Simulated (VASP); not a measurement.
Calculation: rev-vdW-DF2, VASP's PBE PAW potentials (set 64) (plane waves; VASP).

Input for VASP

### INCAR
```
SYSTEM=Hf
PREC=Accurate; ENCUT=520; LREAL=F
LASPH=T
EDIFF=1E-7; NELM=100; ALGO=Normal
LMAXMIX=6
ISMEAR=1; SIGMA=0.1
GGA=MK; LUSE_VDW=T; AGGAC=0.0
PARAM1=0.1234568; PARAM2=0.7114; ZAB_VDW=-1.8867
IBRION=2; NSW=30; ISIF=4
EDIFFG=-0.01
LWAVE=F; LCHARG=F
```

### KPOINTS
```
Automatic mesh
0
Gamma
13 13 7
0 0 0
```

**POSCAR**
```
Hf
1
    1.6179676639    -2.8024021607     0.0000000000
    1.6179676639     2.8024021607     0.0000000000
    0.0000000000     0.0000000000     5.1186569404
Hf
2
Direct
  0.3333330000   0.6666670000   0.2500000000
  0.6666670000   0.3333330000   0.7500000000
```

POTCAR, in this order: Hf_pv (PBE.64 set). Program: vasp_std.

Output

OSZICAR:
```
       N       E                     dE             d eps       ncg     rms          rms(c)
DAV:   1     0.523936191036E+02    0.52394E+02   -0.11742E+04  2360   0.135E+03
DAV:   2    -0.141395996008E+02   -0.66533E+02   -0.65444E+02  2946   0.267E+02
DAV:   3    -0.162846617322E+02   -0.21451E+01   -0.20709E+01  3158   0.312E+01
DAV:   4    -0.163069263970E+02   -0.22265E-01   -0.22203E-01  2748   0.393E+00
DAV:   5    -0.163072679690E+02   -0.34157E-03   -0.34154E-03  3368   0.402E-01    0.633E+01
DAV:   6    -0.157652301061E+02    0.54204E+00   -0.52952E-01  2550   0.549E+00    0.373E+01
DAV:   7    -0.155793451019E+02    0.18589E+00   -0.86733E-01  2582   0.674E+00    0.196E+00
DAV:   8    -0.155692394127E+02    0.10106E-01   -0.59302E-02  2646   0.185E+00    0.294E-01
DAV:   9    -0.155693122040E+02   -0.72791E-04   -0.11853E-03  3318   0.281E-01    0.201E-01
DAV:  10    -0.155693028840E+02    0.93200E-05   -0.82811E-05  2690   0.719E-02    0.319E-01
DAV:  11    -0.155693008917E+02    0.19923E-05   -0.10746E-05  3102   0.247E-02    0.887E-03
DAV:  12    -0.155693011194E+02   -0.22767E-06   -0.59379E-07  3188   0.577E-03    0.129E-02
DAV:  13    -0.155693009538E+02    0.16552E-06   -0.50281E-08  1962   0.201E-03    0.324E-03
DAV:  14    -0.155693009131E+02    0.40792E-07   -0.92356E-09  1788   0.946E-04
   1 F= -.15569301E+02 E0= -.15569202E+02  d E =-.155693E+02
       N       E                     dE             d eps       ncg     rms          rms(c)
DAV:   1    -0.155703628549E+02   -0.10619E-02   -0.55016E-02  2364   0.195E+00    0.206E-01
DAV:   2    -0.155697496178E+02    0.61324E-03   -0.87762E-04  3120   0.234E-01    0.911E-02
DAV:   3    -0.155695521314E+02    0.19749E-03   -0.23048E-04  3246   0.104E-01    0.770E-02
DAV:   4    -0.155695211326E+02    0.30999E-04   -0.74638E-05  3412   0.605E-02    0.347E-02
DAV:   5    -0.155695212218E+02   -0.89163E-07   -0.42054E-06  2964   0.151E-02    0.273E-03
DAV:   6    -0.155695212244E+02   -0.25768E-08   -0.10140E-07  1966   0.242E-03
   2 F= -.15569521E+02 E0= -.15569470E+02  d E =-.220311E-03
```

OUTCAR:
```
------------------------ aborting loop because EDIFF is reached ----------------------------------------
  FORCE on cell =-STRESS in cart. coord.  units (eV):
  Direction    XX          YY          ZZ          XY          YZ          ZX
  --------------------------------------------------------------------------------------
  Total       -1.7202921     -1.7202921     -1.7470611      0.0000000      0.0000000      0.0000000
  in kB      -59.3781224    -59.3781209    -60.3020906      0.0000000      0.0000000      0.0000000
  external PRESSURE =     -59.6861113 kB  Pullay stress =       0.0000000 kB
  volume of cell :       46.42
      direct lattice vectors                 reciprocal lattice vectors
     1.619943602 -2.805824589 -0.000000000     0.308652721 -0.178200734 -0.000000000
     1.619943602  2.805824589 -0.000000000     0.308652721  0.178200734  0.000000000
     0.000000000 -0.000000000  5.106177512     0.000000000  0.000000000  0.195841213
 POSITION                                       TOTAL-FORCE (eV/Angst)
 -----------------------------------------------------------------------------------
      1.61994      0.93528      1.27654         0.000000      0.000000      0.000000
      1.61994     -0.93528      3.82963        -0.000000     -0.000000      0.000000
 -----------------------------------------------------------------------------------
    total drift:                               -0.000000      0.000189     -0.000016
  FREE ENERGIE OF THE ION-ELECTRON SYSTEM (eV)
  ---------------------------------------------------
  free  energy   TOTEN  =       -15.5695212244 eV

  energy  without entropy=      -15.5693668509  energy(sigma->0) =      -15.56946977

 reached required accuracy - stopping structural energy minimisation
```
(Selected blocks of OUTCAR.)

File CONTCAR:
```
Hf
   1.00000000000000
     1.6199436019082636   -2.8058245887751698   -0.0000000000000000
     1.6199436019082636    2.8058245887751698   -0.0000000000000000
     0.0000000000000000   -0.0000000000000000    5.1061775121626463
  Hf
     2
Direct
     0.3333330000000032    0.6666669999999968    0.2500000000000000
     0.6666669999999968    0.3333330000000032    0.7500000000000000
```

File OUTCAR:
```
 val. band max:        4.5675396844   @ k =   0.0769   0.0769   0.0000

 cond. band min:       4.5774153782   @ k =   0.0000   0.0000   0.2857


 Fermi energy:         4.5716292685

 k-point     1 :       0.0000    0.0000    0.0000
  band No.  band energies     occupation
      1     -26.5552      2.00000
      2     -25.8937      2.00000
      3     -25.8937      2.00000
      4     -25.7829      2.00000
      5     -25.7776      2.00000
      6     -25.7776      2.00000
      7      -2.6699      2.00000
      8       0.9769      2.00000
      9       5.1784     -0.00000
     10       5.7000     -0.00000
     11       5.7000     -0.00000
     12       6.0040     -0.00000
     13       6.4866     -0.00000
     14       6.4866     -0.00000

 k-point     2 :       0.0769   -0.0000    0.0000
  band No.  band energies     occupation
      1     -26.5417      2.00000
      2     -25.9220      2.00000
      3     -25.9034      2.00000
      4     -25.8074      2.00000
      5     -25.7893      2.00000
      6     -25.7813      2.00000
      7      -2.4986      2.00000
      8       1.1461      2.00000
      9       4.9523     -0.00000
     10       5.2813     -0.00000
     11       5.8603     -0.00000
     12       6.2706     -0.00000
     13       6.3594     -0.00000
     14       6.6383      0.00000

 k-point     3 :       0.1538   -0.0000    0.0000
  band No.  band energies     occupation
      1     -26.5026      2.00000
      2     -26.0003      2.00000
      3     -25.9293      2.00000
      4     -25.8885      2.00000
      5     -25.8086      2.00000
      6     -25.7925      2.00000
      7      -2.0047      2.00000
      8       1.6088      2.00000
      9       4.3939      2.03061
     10       4.6673     -0.04002
     11       5.8463     -0.00000
     12       6.3336     -0.00000
     13       6.4513     -0.00000
     14       6.5285     -0.00000

 k-point     4 :       0.2308   -0.0000    0.0000
  band No.  band energies     occupation
...
```

Unless said otherwise, spin-orbit coupling is left out, though it shifts the bands of the heavy elements here.

The compound is Hf in the hcp structure. This cell is one point of a volume scan, at 1.06 of the reference volume. Symmetry was kept, so distortions that lower it aren't found.
